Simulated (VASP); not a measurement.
```
CELL_PARAMETERS angstrom
      1.72519     0.99604     5.37688
     -1.72519     0.99604     5.37688
      0.00000    -1.99208     5.37688
ATOMIC_POSITIONS crystal
  Y  0.50000 0.50000 0.50000
  Mg 0.00000 0.00000 0.00000
```

These are PBEsol GGA with spin-orbit coupling, VASP's PBE PAW potentials (set 64) (plane waves; VASP) values and carry that method's errors. Numerical set-up: 400 eV cut-off, 11×11×11 Γ-centred mesh, Gaussian smearing of 0.050 eV, potentials Y_sv Mg.

Give the energies of bands 9 to 19 at the high-symmetry points, in eV from the Fermi level.

| band | Γ | T | H2 | L | S0 | F |
|---|---|---|---|---|---|---|
| 9 | -5.62 | -4.35 | -1.09 | -2.03 | -0.96 | -2.17 |
| 10 | -5.62 | -4.35 | -1.09 | -2.03 | -0.96 | -2.17 |
| 11 | -1.56 | -3.81 | -0.28 | -1.09 | -0.34 | -1.03 |
| 12 | -1.56 | -3.81 | -0.28 | -1.09 | -0.34 | -1.03 |
| 13 | -0.02 | 0.57 | -0.23 | -0.86 | -0.24 | -0.60 |
| 14 | -0.02 | 0.57 | -0.23 | -0.86 | -0.24 | -0.60 |
| 15 | 2.06 | 2.04 | 0.25 | 0.45 | 0.25 | 1.20 |
| 16 | 2.06 | 2.04 | 0.25 | 0.45 | 0.25 | 1.20 |
| 17 | 2.13 | 2.12 | 1.21 | 2.80 | 1.02 | 1.46 |
| 18 | 2.13 | 2.12 | 1.21 | 2.80 | 1.02 | 1.46 |
| 19 | 3.97 | 4.08 | 2.19 | 3.18 | 2.41 | 3.15 |

It has no gap at this level: it comes out as a metal or semimetal.

The structure comes from a computed database's YMg entry (R-3m); how it stands against other phases isn't given here. It was relaxed first.
